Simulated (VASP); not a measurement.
The system is BaTiO3.

```
CELL_PARAMETERS angstrom
4.00600 0.00000 0.00000
0.00000 4.00600 0.00000
0.00000 0.00000 4.00600
ATOMIC_POSITIONS crystal
Ba 0.50000 0.50000 0.50000
Ti 0.00000 0.00000 0.00000
O 0.50000 0.00000 0.00000
O 0.00000 0.50000 0.00000
O 0.00000 0.00000 0.50000
```

```yaml
Program: VASP 6.6.1
Task: relaxation of cell and atoms
Functional: PBE
Potentials_or_basis: VASP PAW PBE potentials, release 64 (Ba_sv, Ti_sv, O)
Cutoff: 600 eV
k_mesh: 8 × 8 × 8
Occupations: gaussian, width 0.03 eV
Spin: no spin polarisation
```

At the start: pressure 3.3 GPa; volume 12.86 Å³/atom.

Q: Where does the relaxation end?

A: Over 3 steps the energy falls by 2.5 meV/atom and the volume is 13.11 Å³/atom (+2.0 %); space group Pm-3m (No. 221, to 0.05 Å).

Step by step:
```
step  energy change (eV)  largest force (eV/Å)  pressure (GPa)  volume (Å³)
   1              0.0000                0.0000            3.27        64.29
   2             -0.0016                0.0000           -2.84        66.76
   3             -0.0125                0.0000            0.00        65.55
```

Final structure:
```
Ba Ti O
1.0
     4.03195    0.00000    0.00000
     0.00000    4.03195    0.00000
     0.00000    0.00000    4.03195
Ba Ti O
1 1 3
Direct
  0.50000 0.50000 0.50000
  0.00000 0.00000 0.00000
  0.50000 0.00000 0.00000
  0.00000 0.50000 0.00000
  0.00000 0.00000 0.50000
```
